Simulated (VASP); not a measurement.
Given:

```
Mo
1.0
   -1.61495     1.61495     1.61495
    1.61495    -1.61495     1.61495
    1.61495     1.61495    -1.61495
Mo
1
Direct
  0.00000   0.00000   0.00000
```

Computed with PW91 GGA, VASP's PBE PAW potentials (set 64) (plane waves; VASP). Numerical set-up: 520 eV cut-off, 16×16×16 Γ-centred mesh, first-order Methfessel-Paxton smearing of 0.10 eV, potentials Mo_sv.

### Question
Give the stress tensor in GPa (positive for a compressed cell).

### Answer

```
-13.76    0.00    0.00
  0.00  -13.76    0.00
  0.00    0.00  -13.76
```
The pressure is its mean diagonal, -13.76 GPa.

The compound is Mo in the bcc structure. This cell is one point of a volume scan, at 1.06 of the reference volume.
